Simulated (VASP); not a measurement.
All values below come from PW91 GGA, VASP's PBE PAW potentials (set 64) (plane waves; VASP).

The input files of a VASP run:

**POSCAR**
```
Er
1.0
  1.7697715832  -3.0653338611   0.0000000000
  1.7697715832   3.0653338611   0.0000000000
  0.0000000000   0.0000000000   5.4623255510
Er
2
direct
  0.3333330000   0.6666670000   0.2500000000
  0.6666670000   0.3333330000   0.7500000000
```

### INCAR
```
! general
SYSTEM  = Er
PREC    = Accurate
ENCUT   = 520   ! plane-wave cut-off (eV)
LREAL   = .False.   ! projection in real space or not
LASPH   = .True.

! electronic loop
EDIFF   = 1E-7
NELM    = 100   ! most electronic steps
ALGO    = Normal
LMAXMIX = 6   ! l cut-off of mixed one-centre charges

! smearing
ISMEAR  = 1
SIGMA   = 0.1   ! width (eV)

! functional
GGA     = 91   ! PW91

! ions
IBRION  = 2
NSW     = 30
ISIF    = 4
EDIFFG  = -0.01

! output
LWAVE   = .False.
LCHARG  = .False.
```

File KPOINTS:
```
Automatic mesh
0
Gamma
12 12 7
0 0 0
```

POTCAR, in this order: Er_3 (PBE.64 set). Program: vasp_std.

The resulting files:

OSZICAR:
```
       N       E                     dE             d eps       ncg     rms          rms(c)
DAV:   1     0.503848933070E+02    0.50385E+02   -0.85996E+03  3236   0.137E+03
DAV:   2    -0.611659858394E+01   -0.56501E+02   -0.54890E+02  3309   0.562E+02
DAV:   3    -0.886358171381E+01   -0.27470E+01   -0.26303E+01  3667   0.640E+01
DAV:   4    -0.897913795065E+01   -0.11556E+00   -0.10849E+00  3513   0.938E+00
DAV:   5    -0.898432777332E+01   -0.51898E-02   -0.50625E-02  3406   0.214E+00    0.250E+01
DAV:   6    -0.898172180308E+01    0.26060E-02   -0.35493E-02  3324   0.353E+00    0.148E+01
DAV:   7    -0.899457147515E+01   -0.12850E-01   -0.59987E-02  3214   0.468E+00    0.404E-01
DAV:   8    -0.899438167998E+01    0.18980E-03   -0.41808E-03  3150   0.967E-01    0.897E-02
DAV:   9    -0.899439458527E+01   -0.12905E-04   -0.22531E-04  3403   0.221E-01    0.325E-02
DAV:  10    -0.899438903376E+01    0.55515E-05   -0.30521E-05  3344   0.665E-02    0.481E-02
DAV:  11    -0.899439001100E+01   -0.97724E-06   -0.33308E-06  3274   0.218E-02    0.280E-03
DAV:  12    -0.899439028158E+01   -0.27058E-06   -0.24950E-07  2151   0.729E-03    0.264E-03
DAV:  13    -0.899439021024E+01    0.71343E-07   -0.42686E-08  1763   0.802E-03
   1 F= -.89943902E+01 E0= -.89933476E+01  d E =-.899439E+01
       N       E                     dE             d eps       ncg     rms          rms(c)
DAV:   1    -0.899624070796E+01   -0.18504E-02   -0.66226E-02  3064   0.325E+00    0.173E-01
DAV:   2    -0.899542400311E+01    0.81670E-03   -0.16995E-03  3303   0.615E-01    0.110E-01
DAV:   3    -0.899502531465E+01    0.39869E-03   -0.45003E-04  3795   0.247E-01    0.621E-02
DAV:   4    -0.899502299545E+01    0.23192E-05   -0.61506E-05  3307   0.673E-02    0.242E-02
DAV:   5    -0.899502234796E+01    0.64749E-06   -0.20214E-06  3393   0.206E-02    0.251E-03
DAV:   6    -0.899502227094E+01    0.77022E-07   -0.13054E-07  2035   0.529E-03
   2 F= -.89950223E+01 E0= -.89940953E+01  d E =-.632061E-03
       N       E                     dE             d eps       ncg     rms          rms(c)
DAV:   1    -0.899627784359E+01   -0.12555E-02   -0.57443E-02  3024   0.302E+00    0.162E-01
DAV:   2    -0.899556356617E+01    0.71428E-03   -0.14830E-03  3292   0.573E-01    0.104E-01
DAV:   3    -0.899521518698E+01    0.34838E-03   -0.39656E-04  3808   0.230E-01    0.588E-02
DAV:   4    -0.899521318046E+01    0.20065E-05   -0.53226E-05  3328   0.621E-02    0.227E-02
DAV:   5    -0.899521255412E+01    0.62634E-06   -0.17522E-06  3400   0.189E-02    0.234E-03
DAV:   6    -0.899521248574E+01    0.68380E-07   -0.12221E-07  2031   0.494E-03
   3 F= -.89952125E+01 E0= -.89944337E+01  d E =-.822276E-03
```

OUTCAR:
```
------------------------ aborting loop because EDIFF is reached ----------------------------------------
  FORCE on cell =-STRESS in cart. coord.  units (eV):
  Direction    XX          YY          ZZ          XY          YZ          ZX
  --------------------------------------------------------------------------------------
  Total        0.6212809      0.6212807      0.6206015      0.0000000     -0.0000000      0.0000000
  in kB       16.7956180     16.7956130     16.7772528      0.0000000     -0.0000000      0.0000000
  external PRESSURE =      16.7894946 kB  Pullay stress =       0.0000000 kB
  volume of cell :       59.27
      direct lattice vectors                 reciprocal lattice vectors
     1.763456985 -3.054396635  0.000000000     0.283533993 -0.163698452  0.000000000
     1.763456985  3.054396635  0.000000000     0.283533993  0.163698452  0.000000000
    -0.000000000  0.000000000  5.501514694    -0.000000000  0.000000000  0.181768123
 POSITION                                       TOTAL-FORCE (eV/Angst)
 -----------------------------------------------------------------------------------
      1.76346      1.01813      1.37538        -0.000000      0.000000      0.000000
      1.76346     -1.01813      4.12614         0.000000     -0.000000      0.000000
 -----------------------------------------------------------------------------------
    total drift:                               -0.000001      0.000085     -0.000012
  FREE ENERGIE OF THE ION-ELECTRON SYSTEM (eV)
  ---------------------------------------------------
  free  energy   TOTEN  =        -8.9952124857 eV

  energy  without entropy=       -8.9928759975  energy(sigma->0) =       -8.99443366

 reached required accuracy - stopping structural energy minimisation
```
(Selected blocks of OUTCAR.)

**CONTCAR**
```
Er
   1.00000000000000
     1.7634569847936750   -3.0543966345125249    0.0000000000000000
     1.7634569847936750    3.0543966345125249    0.0000000000000000
    -0.0000000000000000    0.0000000000000000    5.5015146938632791
  Er
     2
Direct
     0.3333330000000032    0.6666669999999968    0.2500000000000000
     0.6666669999999968    0.3333330000000032    0.7500000000000000
```

The 4f electrons are frozen in the core of the lanthanide potential, so 4f levels, which can set the real gap, and their magnetism are missing.

The compound is Er in the hcp structure. This cell is one point of a volume scan, at 0.97 of the reference volume. Symmetry was kept, so distortions that lower it aren't found.
